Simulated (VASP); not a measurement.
# A VASP study of TiC (AM05): structure first, properties next

Aim: relax TiC, then compute properties on the relaxed cell. The steps: full relaxation (AM05), second relaxation, density, ELF and potential (AM05), band structure (AM05), total and projected DOS (AM05), volume scan with AM05, fit for AM05 and electric field gradients (AM05). The start is a cell from a database of measured crystal structures.

Calculated with VASP 6.6.1; AM05; plane waves and PAW (Ti_sv, C).

The database entry behind the starting cell differs from later determinations by our own check (0.1 to 0.3 % short, probably kX units), so it need not match the best structure at ambient conditions.

**1. Starting point**

Before any relaxation, the start is as follows. The structure is cubic, space group Fm-3m (No. 225). Conventional cell: a = 4.319 Å, b = 4.319 Å, c = 4.319 Å, α = 90.00°, β = 90.00°, γ = 90.00°. Ti has 6 C at 2.16 Å nearest. Nearest to C lie 6 Ti at 2.16 Å. Farther neighbours are not listed.

**2. Full relaxation (AM05)**

The start need not lie at this functional's minimum. ISIF = 3 frees volume, shape and positions, and EDIFFG sets the threshold on forces and stress at which the search stops. AM05 is built from the electron gas and the surface model, and does well on lattice constants.

Input file INCAR:

```
SYSTEM = TiC
PREC = Accurate
ENCUT = 520
EDIFF = 1E-06
NELM = 100
ISMEAR = 0
SIGMA = 0.05
LREAL = .FALSE.
ALGO = Normal
GGA = AM
NBANDS = 14
LASPH = .TRUE.
LORBIT = 11
LWAVE = .FALSE.
LCHARG = .FALSE.
KPAR = 2
IBRION = 2
NSW = 60
ISIF = 3
EDIFFG = -0.01
```

Input file POSCAR:

```
TiC
1.0
    0.0000000000      2.1593000000      2.1593000000
    2.1593000000      0.0000000000      2.1593000000
    2.1593000000      2.1593000000      0.0000000000
Ti C
1 1
Direct
    0.0000000000      0.0000000000      0.0000000000
    0.5000000000      0.5000000000      0.5000000000
```

Input file KPOINTS:

```
Automatic mesh
0
Gamma
8 8 8
0 0 0
```

PAW data sets: Ti_sv and C (PBE family, release 64).

On the command line:

```bash
$ mpirun -np 2 vasp_std
```

The log of the run:

```text
[banner, memory and clock lines left out]
running    2 mpi-ranks, on    1 nodes
 distrk:  each k-point on    1 cores,    2 groups
 distr:  one band on    1 cores,    1 groups

 POSCAR found type information on POSCAR TiC
 POSCAR found :  2 types and       2 ions
|                                                                             |
|               ----> ADVICE to this user running VASP <----                  |
|                                                                             |
|     You enforced a specific xc type in the INCAR file but a different       |
|     [... a line on the potential file left out ...]
|     I HOPE YOU KNOW WHAT YOU ARE DOING!                                     |
|                                                                             |

 LDA part: xc-table for (Slater+PW92), standard interpolation
 POSCAR, INCAR and KPOINTS ok, starting setup
 FFT: planning ... GRIDC
 FFT: planning ... GRID_SOFT
 FFT: planning ... GRID
 WAVECAR not read
 entering main loop
       N       E                     dE             d eps       ncg     rms          rms(c)
DAV:   1     0.122286525491E+03    0.12229E+03   -0.79216E+03   812   0.135E+03
DAV:   2    -0.166440684189E+02   -0.13893E+03   -0.13055E+03   890   0.356E+02
DAV:   3    -0.243220621395E+02   -0.76780E+01   -0.75283E+01  1052   0.827E+01
DAV:   4    -0.246223373454E+02   -0.30028E+00   -0.30011E+00   998   0.149E+01
DAV:   5    -0.246322910615E+02   -0.99537E-02   -0.99525E-02  1094   0.229E+00    0.185E+01
DAV:   6    -0.199284087329E+02    0.47039E+01   -0.12431E+01  1150   0.597E+01    0.673E+00
DAV:   7    -0.193754563908E+02    0.55295E+00   -0.20621E+00   992   0.214E+01    0.511E+00
DAV:   8    -0.193386058231E+02    0.36851E-01   -0.11053E-01   914   0.412E+00    0.317E+00
DAV:   9    -0.193292145623E+02    0.93913E-02   -0.11010E-01   994   0.417E+00    0.769E-01
DAV:  10    -0.193281397009E+02    0.10749E-02   -0.10606E-02  1052   0.134E+00    0.734E-01
DAV:  11    -0.193254803960E+02    0.26593E-02   -0.64871E-03   872   0.123E+00    0.159E-01
DAV:  12    -0.193254717711E+02    0.86249E-05   -0.42698E-04   932   0.221E-01    0.467E-02
DAV:  13    -0.193254674165E+02    0.43546E-05   -0.21920E-05   980   0.383E-02    0.657E-03
DAV:  14    -0.193254670748E+02    0.34163E-06   -0.18770E-06   864   0.207E-02
   1 F= -.19325467E+02 E0= -.19325016E+02  d E =-.193255E+02
 curvature:   0.00 expect dE= 0.000E+00 dE for cont linesearch  0.000E+00
 trial: gam= 0.00000 g(F)=  0.000E+00 g(S)=  0.314E-01 ort = 0.000E+00 (trialstep = 0.100E+01)
 search vector abs. value=  0.314E-01
 bond charge predicted
       N       E                     dE             d eps       ncg     rms          rms(c)
DAV:   1    -0.197064132003E+02   -0.38095E+00   -0.80137E+00   980   0.417E+01    0.616E+00
DAV:   2    -0.193726935964E+02    0.33372E+00   -0.10003E+00   996   0.180E+01    0.175E+00
DAV:   3    -0.193119894663E+02    0.60704E-01   -0.12983E-01  1076   0.438E+00    0.784E-01
DAV:   4    -0.193110975293E+02    0.89194E-03   -0.87420E-02  1076   0.292E+00    0.436E-01
DAV:   5    -0.193163837853E+02   -0.52863E-02   -0.69264E-03   884   0.937E-01    0.120E-01
DAV:   6    -0.193189039306E+02   -0.25201E-02   -0.41317E-03  1238   0.291E-01    0.926E-02
DAV:   7    -0.193196534626E+02   -0.74953E-03   -0.12376E-03   920   0.361E-01    0.160E-01
DAV:   8    -0.193195054595E+02    0.14800E-03   -0.57564E-04   908   0.310E-01    0.135E-02
DAV:   9    -0.193195161149E+02   -0.10655E-04   -0.37785E-05  1124   0.413E-02    0.998E-03
DAV:  10    -0.193195191813E+02   -0.30664E-05   -0.15185E-05  1170   0.180E-02    0.561E-03
DAV:  11    -0.193195181514E+02    0.10298E-05   -0.19820E-06   764   0.136E-02    0.130E-03
DAV:  12    -0.193195181650E+02   -0.13534E-07   -0.37650E-08   448   0.193E-03
   2 F= -.19319518E+02 E0= -.19319155E+02  d E =0.594891E-02
 trial-energy change:    0.005949  1 .order    0.006324   -0.031391    0.044040
 step:   0.4234(harm=  0.4162)  dis= 0.00000  next Energy=   -19.332142 (dE=-0.667E-02)
 bond charge predicted
       N       E                     dE             d eps       ncg     rms          rms(c)
DAV:   1    -0.194679436150E+02   -0.14843E+00   -0.27279E+00   944   0.252E+01    0.381E+00
DAV:   2    -0.193592324596E+02    0.10871E+00   -0.45450E-01   964   0.116E+01    0.120E+00
DAV:   3    -0.193282916625E+02    0.30941E-01   -0.64033E-02  1116   0.343E+00    0.445E-01
DAV:   4    -0.193288159802E+02   -0.52432E-03   -0.28802E-02  1100   0.163E+00    0.249E-01
DAV:   5    -0.193309267078E+02   -0.21107E-02   -0.21847E-03   950   0.426E-01    0.109E-01
DAV:   6    -0.193320340197E+02   -0.11073E-02   -0.21101E-03  1236   0.211E-01    0.727E-02
DAV:   7    -0.193321954321E+02   -0.16141E-03   -0.17674E-04   890   0.130E-01    0.423E-02
DAV:   8    -0.193321889222E+02    0.65099E-05   -0.80038E-05  1076   0.790E-02    0.950E-03
DAV:   9    -0.193321901968E+02   -0.12746E-05   -0.35151E-06   904   0.164E-02    0.892E-03
DAV:  10    -0.193321895258E+02    0.67094E-06   -0.30841E-06  1026   0.724E-03
   3 F= -.19332190E+02 E0= -.19331764E+02  d E =-.672245E-02
 curvature:  -0.21 expect dE=-0.325E-06 dE for cont linesearch -0.325E-06
 trial: gam=-0.00700 g(F)=  0.293E-64 g(S)=  0.156E-05 ort = 0.221E-03 (trialstep = 0.885E+00)
 search vector abs. value=  0.178E-09
 reached required accuracy - stopping structural energy minimisation
```

Wall time 17 s (2 MPI ranks of Intel Xeon Platinum 8375C at 2.90GHz (Ice Lake), shared host); peak memory 0.26 GiB; 32 s of CPU time.

The logs omit lines about the potential files and the build; timing stands in the text.

OUTCAR, selected parts (step 2):

```text
ion  position               nearest neighbor table
   1  0.000  0.000  0.000-   2 2.16   2 2.16   2 2.16   2 2.16   2 2.16   2 2.16
   2  0.500  0.500  0.500-   1 2.16   1 2.16   1 2.16   1 2.16   1 2.16   1 2.16

  LATTYP: Found a face centered cubic cell.
 ALAT       =     4.3186000000

 Subroutine GETGRP returns: Found 48 space group operations
 (whereof 48 operations were pure point group operations)

The static configuration has the point symmetry O_h .

 Found     29 irreducible k-points:

   k-points           NKPTS =     29   k-points in BZ     NKDIM =     29   number of bands    NBANDS=     14

   dimension x,y,z NGX =    24 NGY =   24 NGZ =   24
   dimension x,y,z NGXF=    48 NGYF=   48 NGZF=   48

   ENCUT  =  520.0 eV  38.22 Ry    6.18 a.u.   5.68  5.68  5.68*2*pi/ulx,y,z

   NELECT =      16.0000    total number of electrons

 k-points in reciprocal lattice and weights: Automatic mesh
   0.00000000  0.00000000  0.00000000       0.002
   0.12500000  0.00000000  0.00000000       0.016
   0.25000000  0.00000000  0.00000000       0.016
   0.37500000  0.00000000  0.00000000       0.016
   0.50000000  0.00000000  0.00000000       0.008
   0.12500000  0.12500000  0.00000000       0.012
   0.25000000  0.12500000  0.00000000       0.047
   0.37500000  0.12500000  0.00000000       0.047
   0.50000000  0.12500000  0.00000000       0.047
[...]
-0.37500000  0.50000000  0.12500000       0.023
  -0.25000000  0.50000000  0.25000000       0.012

 average (electrostatic) potential at core
       1 -70.4163       2 -44.2625

 E-fermi :   9.6286

 k-point     1 :       0.0000    0.0000    0.0000
  band No.  band energies     occupation
      1     -46.4789      2.00000
      2     -22.6572      2.00000
      3     -22.6572      2.00000
      4     -22.6572      2.00000
      5      -2.8268      2.00000
      6      10.3267      0.00000
      7      10.3267      0.00000
      8      10.3267      0.00000
      9      11.4082      0.00000
     10      11.4082      0.00000
    ...

 k-point     2 :       0.1250    0.0000    0.0000
  band No.  band energies     occupation
    ...
      4     -22.6651      2.00000
      5      -2.4619      2.00000
      6       8.9911      2.00000
      7       9.3648      2.00000
      8       9.3648      2.00000
      9      10.7757      0.00000
     10      10.7757      0.00000
     11      11.9858      0.00000
     12      13.5735      0.00000
     13      13.5735      0.00000
    ...

 k-point     3 :       0.2500    0.0000    0.0000
  band No.  band energies     occupation
    ...
      4     -22.6843      2.00000
      5      -1.4582      2.00000
      6       6.8546      2.00000
      7       7.9116      2.00000
      8       7.9116      2.00000
      9      11.4644      0.00000
     10      11.4644      0.00000
     11      12.5878      0.00000
     12      15.7324      0.00000
     13      15.7324      0.00000
    ...

  Total       -0.0046427     -0.0046427     -0.0046427     -0.0000000      0.0000000     -0.0000000
  in kB       -0.3769683     -0.3769683     -0.3769683     -0.0000000      0.0000000     -0.0000000
  external PRESSURE =      -0.3769683 kB  Pullay stress =       0.0000000 kB

  energy-cutoff  :      520.00
  volume of cell :       19.73
      direct lattice vectors                 reciprocal lattice vectors
     0.000000000  2.144773653  2.144773653    -0.233124833  0.233124833  0.233124833
     2.144773653  0.000000000  2.144773653     0.233124833 -0.233124833  0.233124833
     2.144773653  2.144773653  0.000000000     0.233124833  0.233124833 -0.233124833

 POSITION                                       TOTAL-FORCE (eV/Angst)
 -----------------------------------------------------------------------------------
      0.00000      0.00000      0.00000        -0.000000     -0.000000      0.000000
      2.14477      2.14477      2.14477         0.000000      0.000000      0.000000
 -----------------------------------------------------------------------------------
    total drift:                                0.000000     -0.000000     -0.000000

  FREE ENERGIE OF THE ION-ELECTRON SYSTEM (eV)
  ---------------------------------------------------
  free  energy   TOTEN  =       -19.3321895258 eV

  energy  without entropy=      -19.3313390904  energy(sigma->0) =      -19.33176431

 reached required accuracy - stopping structural energy minimisation

 total charge
# of ion       s       p       d       tot
------------------------------------------
    1        2.206   6.265   2.000  10.471
    2        0.892   1.505   0.000   2.397
--------------------------------------------------
tot          3.098   7.770   2.000  12.868

[... 3 further parts left out ...]
```

The k-mesh is coarse for a metal. The PAW data sets were made with PBE, which is usual practice but a small mismatch for other functionals. The run keeps the 48 symmetry operations of its start, so it cannot find a distortion of lower symmetry.

Relaxation path:

```csv
step,energy less that of the first step (eV),largest force (eV/Å),pressure (GPa),volume (Å³)
1,0.0000,0.0000,-5.24,20.14
2,0.0059,0.0000,7.71,19.19
3,-0.0067,0.0000,-0.04,19.73
```

```csv
"conventional cell, symmetrised",before,after,change
a (Å),4.319,4.290,-0.7 %
b (Å),4.319,4.290,-0.7 %
c (Å),4.319,4.290,-0.7 %
volume (Å³/atom),10.07,9.87,-2.0 %
```

Final coordinates:

```xyz
2
Lattice="0.0000 2.1448 2.1448 2.1448 0.0000 2.1448 2.1448 2.1448 0.0000" Properties=species:S:1:pos:R:3 pbc="T T T"
Ti    0.0000    0.0000    0.0000
C     2.1448    2.1448    2.1448
```

This step gave:

- electrons: 16
- bands: 14
- irreducible k-points: 29
- symmetry operations: 48
- free energy (TOTEN): -19.33 eV
- energy at zero smearing: -19.33 eV
- Fermi energy: 9.629 eV
- pressure: -0.03770 GPa
- metallic: yes
- SCF cycles over all ionic steps: 36

It ends with forces that vanish by symmetry and a pressure of -0.04 GPa. The volume lies -2.0 % from that of the database's start, which holds the thermal and zero-point expansion of its experiment.

**3. Second relaxation**

A relaxation keeps the plane waves of the cell it began with, so it is repeated from the new cell, on a basis made for it.

INCAR is that of step 2.

Input file POSCAR:

```
TiC
1.0
    0.0000000000      2.1447736535      2.1447736535
    2.1447736535      0.0000000000      2.1447736535
    2.1447736535      2.1447736535      0.0000000000
Ti C
1 1
Direct
    0.0000000000      0.0000000000      0.0000000000
    0.5000000000      0.5000000000      0.5000000000
```

KPOINTS is that of step 2.

On the command line:

```bash
$ mpirun -np 2 vasp_std
```

The log of the run:

```text
[banner, memory and clock lines left out]
running    2 mpi-ranks, on    1 nodes
 distrk:  each k-point on    1 cores,    2 groups
 distr:  one band on    1 cores,    1 groups

 POSCAR found type information on POSCAR TiC
 POSCAR found :  2 types and       2 ions
 [... a notice as in an earlier step ...]

 LDA part: xc-table for (Slater+PW92), standard interpolation
 POSCAR, INCAR and KPOINTS ok, starting setup
 FFT: planning ... GRIDC
 FFT: planning ... GRID_SOFT
 FFT: planning ... GRID
 WAVECAR not read
 entering main loop
       N       E                     dE             d eps       ncg     rms          rms(c)
DAV:   1     0.119971479707E+03    0.11997E+03   -0.82188E+03   812   0.138E+03
DAV:   2    -0.162348928061E+02   -0.13621E+03   -0.12770E+03   860   0.351E+02
DAV:   3    -0.242434748812E+02   -0.80086E+01   -0.78330E+01  1070   0.827E+01
DAV:   4    -0.245740555039E+02   -0.33058E+00   -0.32999E+00   994   0.153E+01
DAV:   5    -0.245840119303E+02   -0.99564E-02   -0.99555E-02  1114   0.242E+00    0.190E+01
DAV:   6    -0.198798053516E+02    0.47042E+01   -0.12184E+01  1144   0.598E+01    0.660E+00
DAV:   7    -0.193743652927E+02    0.50544E+00   -0.19541E+00   992   0.209E+01    0.528E+00
DAV:   8    -0.193370687389E+02    0.37297E-01   -0.11565E-01   922   0.451E+00    0.287E+00
DAV:   9    -0.193353859370E+02    0.16828E-02   -0.89851E-02  1016   0.343E+00    0.814E-01
DAV:  10    -0.193341371513E+02    0.12488E-02   -0.88448E-03  1074   0.121E+00    0.707E-01
DAV:  11    -0.193319857907E+02    0.21514E-02   -0.57373E-03   866   0.121E+00    0.100E-01
DAV:  12    -0.193319670017E+02    0.18789E-04   -0.35259E-04   920   0.248E-01    0.225E-02
DAV:  13    -0.193319643262E+02    0.26755E-05   -0.11577E-05  1112   0.411E-02    0.332E-03
DAV:  14    -0.193319643175E+02    0.87080E-08   -0.85961E-07   686   0.155E-02
   1 F= -.19331964E+02 E0= -.19331539E+02  d E =-.193320E+02
 curvature:   0.00 expect dE= 0.000E+00 dE for cont linesearch  0.000E+00
 trial: gam= 0.00000 g(F)=  0.564E-60 g(S)=  0.324E-05 ort = 0.000E+00 (trialstep = 0.100E+01)
 search vector abs. value=  0.324E-05
 reached required accuracy - stopping structural energy minimisation
```

Run time: 10 s. Hardware: 2 MPI ranks; peak memory 0.26 GiB; 19 s of CPU time.

From OUTCAR (step 3):

```text
  LATTYP: Found a face centered cubic cell.
 ALAT       =     4.2895473070

The static configuration has the point symmetry O_h .

 Found     29 irreducible k-points:

   ENCUT  =  520.0 eV  38.22 Ry    6.18 a.u.   5.64  5.64  5.64*2*pi/ulx,y,z

   NELECT =      16.0000    total number of electrons

 E-fermi :   9.6285

 k-point     1 :       0.0000    0.0000    0.0000
  band No.  band energies     occupation
      1     -46.4789      2.00000
      2     -22.6574      2.00000
      3     -22.6574      2.00000
      4     -22.6574      2.00000
      5      -2.8265      2.00000
      6      10.3266      0.00000
      7      10.3266      0.00000
      8      10.3266      0.00000
      9      11.4081      0.00000
     10      11.4081      0.00000
    ...

 k-point     2 :       0.1250    0.0000    0.0000
  band No.  band energies     occupation
    ...
      4     -22.6653      2.00000
      5      -2.4616      2.00000
      6       8.9910      2.00000
      7       9.3647      2.00000
      8       9.3647      2.00000
      9      10.7756      0.00000
     10      10.7756      0.00000
     11      11.9858      0.00000
     12      13.5733      0.00000
     13      13.5733      0.00000
    ...

  Total       -0.0066925     -0.0066925     -0.0066925      0.0000000      0.0000000      0.0000000
  in kB       -0.5434028     -0.5434028     -0.5434028      0.0000000      0.0000000      0.0000000
  external PRESSURE =      -0.5434028 kB  Pullay stress =       0.0000000 kB

  energy-cutoff  :      520.00
  volume of cell :       19.73
      direct lattice vectors                 reciprocal lattice vectors
     0.000000000  2.144773654  2.144773654    -0.233124833  0.233124833  0.233124833
     2.144773654  0.000000000  2.144773654     0.233124833 -0.233124833  0.233124833
     2.144773654  2.144773654  0.000000000     0.233124833  0.233124833 -0.233124833

 POSITION                                       TOTAL-FORCE (eV/Angst)
 -----------------------------------------------------------------------------------
      0.00000      0.00000      0.00000         0.000000     -0.000000      0.000000
      2.14477      2.14477      2.14477        -0.000000      0.000000     -0.000000
 -----------------------------------------------------------------------------------
    total drift:                                0.000000     -0.000000     -0.000000

  FREE ENERGIE OF THE ION-ELECTRON SYSTEM (eV)
  ---------------------------------------------------
  free  energy   TOTEN  =       -19.3319643175 eV

  energy  without entropy=      -19.3311139443  energy(sigma->0) =      -19.33153913

[... 6 parts as in an earlier step ...]

[... 6 further parts left out ...]
```

Little changed from the start: no atom moved by 0.005 Å and no cell edge by 0.1 %.

This step gave:

```
pressure                        : -0.05434 GPa
SCF cycles over all ionic steps : 14
```

It ends with forces that vanish by symmetry and a pressure of -0.05 GPa. The volume moved by under 0.01 %: the run met its threshold at the first step.

[end of part 1 of 5]

[Lines on the potential files, build, host, timing and source positions are cut from VASP's logs without a mark.]

[Logs are printed without paths, hosts, clocks, repeated set-up lines and the standing remarks that a program may print on its own settings, such as how far it seeks lower states.]

[Hosts, paths, dates, database ids (printed as entryN), source tags and the programs' standing remarks are cut or masked in the printed files.]

[A measured line is paired with the nearest computed mode of its activity, which favours agreement.]
